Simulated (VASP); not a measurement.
Input:

```yaml
crystal:
  lattice:
    - [4.12422, 0.00000, 0.00000]
    - [-2.06211, 3.57168, 0.00000]
    - [0.00000, 0.00000, 6.82785]
  atoms:
    - { symbol: Zn, position: [0.00000, 0.00000, 0.00133] }
    - { symbol: Cd, position: [0.66667, 0.33333, 0.49317] }
    - { symbol: Se, position: [0.66667, 0.33333, 0.10893] }
    - { symbol: Se, position: [0.00000, 0.00000, 0.64458] }
```

Calculation: PBEsol GGA with spin-orbit coupling, VASP's PBE PAW potentials (set 64) (plane waves; VASP). Run with 400 eV cut-off, 6×6×3 Γ-centred mesh, Gaussian smearing of 0.050 eV, potentials Zn Cd Se.

Problem. Give the energies of bands 27 to 40 at the high-symmetry points, in eV from the valence-band maximum.

Solution. 
```tsv
band	Γ	M	K	A	L	H
27	-1.27	-4.11	-4.13	-3.17	-4.61	-4.53
28	-1.27	-4.11	-4.03	-3.17	-4.61	-4.44
29	-1.04	-3.27	-3.76	-1.05	-2.03	-3.33
30	-1.04	-3.27	-3.71	-1.05	-2.03	-3.20
31	-0.50	-2.33	-2.47	-0.82	-1.89	-2.76
32	-0.50	-2.33	-2.46	-0.82	-1.89	-2.69
33	-0.14	-1.85	-2.36	-0.51	-1.71	-1.61
34	-0.14	-1.85	-2.36	-0.51	-1.71	-1.55
35	0.00	-0.93	-2.05	-0.26	-1.39	-1.47
36	0.00	-0.93	-2.04	-0.26	-1.39	-1.42
37	0.53	2.71	3.55	1.88	2.37	3.29
38	0.53	2.71	3.59	1.88	2.37	3.33
39	2.10	3.22	4.63	2.73	2.69	3.45
40	2.10	3.22	4.81	2.73	2.69	3.52
```

The gap is direct, 0.53 eV, from the valence maximum at Γ to the conduction minimum at Γ.

The structure comes from a computed database's ZnCdSe2 entry (P3m1); how it stands against other phases isn't given here. It was relaxed first, which changed the volume by -6 %.
